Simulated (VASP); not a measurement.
These are PBE GGA with D3 dispersion (Becke-Johnson damping), VASP's PBE PAW potentials (set 64) (plane waves; VASP) values and carry that method's errors.

The input files of a VASP run:

**POSCAR**
```
MnF2
1
    4.8841623359     0.0000000000     0.0000000000
    0.0000000000     4.8841623359     0.0000000000
    0.0000000000     0.0000000000     3.3173515352
Mn F
2 4
Direct
  1.0000000000   0.0000000000   0.0000000000
  0.5000000000   0.5000000000   0.5000000000
  0.3033885259   0.3033885259   0.0000000000
  0.8033885259   0.1966114741   0.5000000000
  0.1966114741   0.8033885259   0.5000000000
  0.6966114741   0.6966114741   1.0000000000
```

**INCAR**
```
IBRION  =  2   ! conjugate gradients
ALGO  =  Normal
MAGMOM  =  4.5 -4.5 -0.0 2*0.0 -0.0
PREC  =  Accurate
LMAXMIX  =  4   ! l cut-off of mixed one-centre charges
LWAVE  =  .FALSE.
LCHARG  =  .FALSE.
EDIFF  =  1E-7   ! SCF stop (eV)
LASPH  =  .TRUE.   ! aspherical one-centre terms
LORBIT  =  10
ISIF  =  4
LREAL  =  .FALSE.   ! projection in real space or not
NELM  =  100   ! most electronic steps
ENCUT  =  520   ! plane-wave cut-off (eV)
GGA  =  PE   ! PBE
NSW  =  30   ! most ionic steps
EDIFFG  =  -0.01
SYSTEM  =  MnF2
ISPIN  =  2   ! spin-polarised
ISMEAR  =  0   ! Gaussian
IVDW  =  12   ! D3, Becke-Johnson
SIGMA  =  0.05
```

File KPOINTS:
```
kpoints
0
G
  5 5 7
```

POTCAR, in this order: Mn_pv F (PBE.64 set). Program: vasp_std.

Output

File OUTCAR:
```
 ion  position               nearest neighbor table
   1  0.000  0.000  0.000-   3 2.10   6 2.10   5 2.14   4 2.14   4 2.14   5 2.14
   2  0.500  0.500  0.500-   4 2.10   5 2.10   3 2.14   6 2.14   3 2.14   6 2.14
   3  0.303  0.303  0.000-   1 2.10   2 2.14   2 2.14
   4  0.803  0.197  0.500-   2 2.10   1 2.14   1 2.14
   5  0.197  0.803  0.500-   2 2.10   1 2.14   1 2.14
   6  0.697  0.697  0.000-   1 2.10   2 2.14   2 2.14
  LATTYP: Found a simple tetragonal cell.
 ALAT       =     4.8841623359
 C/A-ratio  =     0.6792058304
 Subroutine PRICEL returns:
 Original cell was already a primitive cell.
 Subroutine GETGRP returns: Found 16 space group operations
The static configuration has the point symmetry D_2h.
 The point group associated with its full space group is D_4h.
The dynamic configuration has the point symmetry D_2h.
The overall configuration has the point symmetry D_2h.
 Subroutine INISYM returns: Found 16 space group operations
 Subroutine IBZKPT returns following result:
 Found     24 irreducible k-points:

 Following reciprocal coordinates:
            Coordinates               Weight
  0.000000  0.000000  0.000000      1.000000
  0.200000  0.000000  0.000000      4.000000
  0.400000  0.000000  0.000000      4.000000
  0.200000  0.200000  0.000000      4.000000
  0.400000  0.200000  0.000000      8.000000
  0.400000  0.400000  0.000000      4.000000
  0.000000  0.000000  0.142857      2.000000
  0.200000  0.000000  0.142857      8.000000
  0.400000  0.000000  0.142857      8.000000
  0.200000  0.200000  0.142857      8.000000
  0.400000  0.200000  0.142857     16.000000
  0.400000  0.400000  0.142857      8.000000
  0.000000  0.000000  0.285714      2.000000
  0.200000  0.000000  0.285714      8.000000
  0.400000  0.000000  0.285714      8.000000
  0.200000  0.200000  0.285714      8.000000
  0.400000  0.200000  0.285714     16.000000
...
```

OSZICAR:
```
       N       E                     dE             d eps       ncg     rms          rms(c)
DAV:   1     0.711969313021E+03    0.71197E+03   -0.31690E+04  3160   0.191E+03
DAV:   2     0.301884815655E+02   -0.68178E+03   -0.65734E+03  3416   0.548E+02
DAV:   3    -0.411807867115E+02   -0.71369E+02   -0.70858E+02  3512   0.185E+02
DAV:   4    -0.430968890985E+02   -0.19161E+01   -0.19048E+01  3584   0.302E+01
DAV:   5    -0.431290492656E+02   -0.32160E-01   -0.32156E-01  3368   0.443E+00    0.205E+01
DAV:   6    -0.392701848264E+02    0.38589E+01   -0.26150E+01  3680   0.371E+01    0.149E+01
DAV:   7    -0.394168088289E+02   -0.14662E+00   -0.18892E+00  3240   0.104E+01    0.101E+01
DAV:   8    -0.392321677020E+02    0.18464E+00   -0.47249E-01  3232   0.626E+00    0.330E+00
DAV:   9    -0.394241235219E+02   -0.19196E+00   -0.10557E-01  3792   0.354E+00    0.878E-01
DAV:  10    -0.394283234526E+02   -0.41999E-02   -0.20916E-02  3200   0.945E-01    0.161E-01
DAV:  11    -0.394286438395E+02   -0.32039E-03   -0.74834E-04  3624   0.245E-01    0.631E-02
DAV:  12    -0.394288562660E+02   -0.21243E-03   -0.11506E-04  3392   0.823E-02    0.477E-02
DAV:  13    -0.394288928435E+02   -0.36578E-04   -0.35919E-05  3320   0.437E-02    0.121E-02
DAV:  14    -0.394289006515E+02   -0.78080E-05   -0.11709E-05  3528   0.260E-02    0.371E-03
DAV:  15    -0.394289009336E+02   -0.28214E-06   -0.63877E-07  2904   0.572E-03    0.189E-03
DAV:  16    -0.394289012301E+02   -0.29647E-06   -0.20212E-07  2720   0.312E-03    0.691E-04
DAV:  17    -0.394289012491E+02   -0.19016E-07   -0.11512E-08  1792   0.915E-04
   1 F= -.40312026E+02 E0= -.40312026E+02  d E =-.403120E+02  mag=     0.0000
       N       E                     dE             d eps       ncg     rms          rms(c)
DAV:   1    -0.394289661542E+02   -0.64924E-04   -0.90123E-03  3088   0.708E-01    0.502E-02
DAV:   2    -0.394289553324E+02    0.10822E-04   -0.18623E-04  3136   0.100E-01    0.298E-02
DAV:   3    -0.394289457006E+02    0.96318E-05   -0.92656E-06  4096   0.271E-02    0.149E-02
DAV:   4    -0.394289444209E+02    0.12797E-05   -0.25322E-06  3616   0.117E-02    0.429E-03
DAV:   5    -0.394289444628E+02   -0.41850E-07   -0.13382E-07  2416   0.289E-03
   2 F= -.40312058E+02 E0= -.40312058E+02  d E =-.313221E-04  mag=     0.0000
```

File OUTCAR:
```
------------------------ aborting loop because EDIFF is reached ----------------------------------------
 Edisp (eV)   -0.88311
  FORCE on cell =-STRESS in cart. coord.  units (eV):
  Direction    XX          YY          ZZ          XY          YZ          ZX
  --------------------------------------------------------------------------------------
  Total       0.03893     0.03893    -0.00552     0.00000     0.00000     0.00000
  in kB       0.78818     0.78818    -0.11183     0.00000     0.00000     0.00000
  external pressure =        0.49 kB  Pullay stress =        0.00 kB
  volume of cell :       79.14
      direct lattice vectors                 reciprocal lattice vectors
     4.884873976  0.000000000  0.000000000     0.204713572  0.000000000  0.000000000
     0.000000000  4.884873976  0.000000000    -0.000000000  0.204713572  0.000000000
     0.000000000  0.000000000  3.316385047     0.000000000  0.000000000  0.301533141
 POSITION                                       TOTAL-FORCE (eV/Angst)
 -----------------------------------------------------------------------------------
      0.00000      0.00000      0.00000         0.000000      0.000000     -0.000000
      2.44244      2.44244      1.65819         0.000000      0.000000     -0.000000
      1.48167      1.48167      0.00000        -0.005318     -0.005318     -0.000000
      3.92411      0.96077      1.65819        -0.005318      0.005318      0.000000
      0.96077      3.92411      1.65819         0.005318     -0.005318     -0.000000
      3.40320      3.40320      3.31639         0.005318      0.005318      0.000000
 -----------------------------------------------------------------------------------
    total drift:                                0.000000      0.000000      0.000000
  FREE ENERGIE OF THE ION-ELECTRON SYSTEM (eV)
  ---------------------------------------------------
  free  energy   TOTEN  =       -40.3120575987 eV

  energy  without entropy=      -40.3120575987  energy(sigma->0) =      -40.31205760

 total charge

# of ion       s       p       d       tot
------------------------------------------
    1        0.161   6.142   4.957  11.259
    2        0.161   6.142   4.957  11.259
    3        1.735   4.363   0.000   6.098
    4        1.735   4.363   0.000   6.098
    5        1.735   4.363   0.000   6.098
    6        1.735   4.363   0.000   6.098
--------------------------------------------------
tot          7.262  29.734   9.913  46.909

 magnetization (x)

# of ion       s       p       d       tot
------------------------------------------
    1        0.017   0.016   4.504   4.537
    2       -0.017  -0.016  -4.504  -4.537
    3       -0.002  -0.024   0.000  -0.026
    4        0.002   0.024   0.000   0.026
    5        0.002   0.024   0.000   0.026
    6       -0.002  -0.024   0.000  -0.026
--------------------------------------------------
tot         -0.000   0.000  -0.000  -0.000

 reached required accuracy - stopping structural energy minimisation
```
(Selected blocks of OUTCAR.)

CONTCAR:
```
MnF2
   1.00000000000000
     4.8848739755400326    0.0000000000000000    0.0000000000000000
     0.0000000000000000    4.8848739755400326    0.0000000000000000
     0.0000000000000000    0.0000000000000000    3.3163850468509426
  Mn              F
     2     4
Direct
     0.0000000000000000    0.0000000000000000    0.0000000000000000
     0.5000000000000000    0.5000000000000000    0.5000000000000000
     0.3033181208163019    0.3033181208163019    0.0000000000000000
     0.8033181208163019    0.1966818791836980    0.5000000000000000
     0.1966818791836980    0.8033181208163019    0.5000000000000000
     0.6966818791836981    0.6966818791836981    1.0000000000000000
```

The compound is MnF2 in the rutile structure. This run relaxes it. Symmetry was kept, so distortions that lower it aren't found.
